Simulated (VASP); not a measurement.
Output of a VASP run:

**OSZICAR**
```
       N       E                     dE             d eps       ncg     rms          rms(c)
DAV:   1     0.105201944688E+03    0.10520E+03   -0.11527E+04  2720   0.264E+03
DAV:   2    -0.290395178963E+01   -0.10811E+03   -0.10527E+03  2520   0.326E+02
DAV:   3    -0.563260903513E+01   -0.27287E+01   -0.27226E+01  3074   0.706E+01
DAV:   4    -0.565039278099E+01   -0.17784E-01   -0.17783E-01  3003   0.495E+00
DAV:   5    -0.565060729002E+01   -0.21451E-03   -0.21451E-03  3259   0.571E-01    0.116E+01
DAV:   6    -0.512808154079E+01    0.52253E+00   -0.14859E+01  2706   0.114E+02    0.518E+00
DAV:   7    -0.444172388824E+01    0.68636E+00   -0.34929E+00  2767   0.112E+02    0.348E+00
DAV:   8    -0.442825143636E+01    0.13472E-01   -0.13947E-01  2718   0.589E+00    0.170E+00
DAV:   9    -0.441669329297E+01    0.11558E-01   -0.15401E-02  3166   0.339E+00    0.104E-01
DAV:  10    -0.441670197420E+01   -0.86812E-05   -0.11471E-03  3966   0.665E-01    0.359E-02
DAV:  11    -0.441669784421E+01    0.41300E-05   -0.67159E-05  3534   0.302E-01    0.862E-03
DAV:  12    -0.441669623399E+01    0.16102E-05   -0.47861E-06  2848   0.584E-02    0.423E-03
DAV:  13    -0.441669546010E+01    0.77389E-06   -0.73099E-07  1393   0.299E-02
   1 F= 0.14467811E+01 E0= 0.14466046E+01  d E =0.144678E+01
```

OUTCAR:
```
------------------------ aborting loop because EDIFF is reached ----------------------------------------
  FORCE on cell =-STRESS in cart. coord.  units (eV):
  Direction    XX          YY          ZZ          XY          YZ          ZX
  --------------------------------------------------------------------------------------
  Total        5.8346652      5.8346652      5.8346652      0.0000000      0.0000000     -0.0000000
  in kB      447.7888309    447.7888309    447.7888309      0.0000000      0.0000000     -0.0000000
  external PRESSURE =      -2.2111691 kB  Pullay stress =     450.0000000 kB
  volume of cell :       20.88
      direct lattice vectors                 reciprocal lattice vectors
     2.753495819  0.000000000  0.000000000     0.363174693  0.000000000  0.000000000
     0.000000000  2.753495819  0.000000000     0.000000000  0.363174693  0.000000000
     0.000000000  0.000000000  2.753495819     0.000000000  0.000000000  0.363174693
 POSITION                                       TOTAL-FORCE (eV/Angst)
 -----------------------------------------------------------------------------------
      1.37675      1.37675      1.37675         0.000000      0.000000      0.000000
      0.00000      0.00000      0.00000         0.000000      0.000000      0.000000
 -----------------------------------------------------------------------------------
    total drift:                               -0.000000      0.000000     -0.000000
  FREE ENERGIE OF THE ION-ELECTRON SYSTEM (eV)
  ---------------------------------------------------
  free  energy   TOTEN  =        -4.4166954601 eV

  energy  without entropy=       -4.4172249055  energy(sigma->0) =       -4.41687194
  enthalpy is  TOTEN    =         1.4467811302 eV   P V=        5.8634765903

 reached required accuracy - stopping structural energy minimisation
```
(Selected blocks of OUTCAR.)

**POSCAR**
```
CuZn
1
    2.7534958192    -0.0000000000     0.0000000000
    0.0000000000     2.7534958192    -0.0000000000
    0.0000000000     0.0000000000     2.7534958192
Zn Cu
1 1
Direct
  0.5000000000   0.5000000000   0.5000000000
  0.0000000000   0.0000000000   0.0000000000
```

**Question.** Reconstruct the remaining input files.

**Answer.** This is not unique; one that fits is the input of the run itself, PBE GGA, plane waves, VASP's PBE PAW potentials (set 64).

INCAR:
```
ALGO = Normal
EDIFF = 1E-6
EDIFFG = -0.02
ENCUT = 500
GGA = PE
IBRION = 2
ISIF = 3
ISMEAR = 1
LASPH = .True.
LCHARG = .False.
LMAXMIX = 4
LREAL = .False.
LWAVE = .False.
NELM = 100
NSW = 40
PREC = Accurate
PSTRESS = 450
SIGMA = 0.1
SYSTEM = CuZn
```

File KPOINTS:
```
Automatic mesh
0
G
  13 13 13
```

POTCAR, in this order: Zn Cu (PBE.64 set). Program: vasp_std.

The compound is CuZn in the CsCl type structure. It was relaxed first under an external pressure of 45 GPa. The electron count is odd and the run is not spin-polarised, which forces a metal.
